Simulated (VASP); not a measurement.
Wanted: the native input for a VASP 6.6.1 run.

* Task: relaxation of cell and atoms
* Functional: PBE
* Potentials or basis: VASP PAW PBE potentials, release 64 (Ba_sv, Mg, B)
* Cutoff: 600 eV
* k mesh: 7 × 7 × 7
* Occupations: fermi-dirac, width 0.1 eV
* Spin: no spin polarisation
* Dipole correction: no
* Further INCAR settings: ALGO = Fast; EDIFF = 1e-06; IBRION = 2; EDIFFG = -0.03; NSW = 60; ISIF = 3

The structure of BaMg2B2 lies in POSCAR:

```
BaMg2B2
1.0
    0.0000000000      4.3468310000      0.0000000000
    4.3468310000      0.0000000000      0.0000000000
    2.1734150000      2.1734150000     -5.1834790000
Ba Mg B
1 2 2
Direct
    0.0000000000      0.0000000000      0.0000000000
    0.7500000000      0.2500000000      0.5000000000
    0.2500000000      0.7500000000      0.5000000000
    0.3880000000      0.3880000000      0.2240000000
    0.6120000000      0.6120000000      0.7760000000
```

The cell was built by a generator and needn't be a form met in nature.

The input as run:

INCAR

```
  PREC = Accurate
  ENCUT = 600
  EDIFF = 1E-6
  ISMEAR = -1
  SIGMA = 0.1
  LREAL = False
  LASPH = True
  NELM = 60
  ALGO = Fast
  ISIF = 3
  LWAVE = False
  LCHARG = False
  GGA = PE
  IBRION = 2
  NSW = 60
  EDIFFG = -0.03
```

KPOINTS

```
regular mesh
0
Gamma
  7 7 7
```

Potentials or basis: VASP PAW PBE potentials, release 64 (Ba_sv, Mg, B).

Run with:

```bash
$ cat potpaw_PBE.64/Ba_sv/POTCAR potpaw_PBE.64/Mg/POTCAR potpaw_PBE.64/B/POTCAR > POTCAR
$ mpirun -np 1 vasp_std > vasp.out
```

Results of the run:

The relaxed volume is 18.45 Å³/atom. The relaxed cell is a = 4.443 Å, b = 4.443 Å, c = 5.630 Å, α = 66.76°, β = 66.76°, γ = 90.00°. The space group after relaxing (to 0.05 Å) is I4/mmm (No. 139), the energy gained by relaxing is 197.1 meV/atom and the ionic steps are 12. The pressure after relaxing is 0.0 GPa. The band gap on the k mesh is none (metal or under the smearing width).

Run time: 6.7 min on 1 thread of Intel(R) Xeon(R) 6975P-C (Granite Rapids) (shared host), peak memory 0.31 GiB.
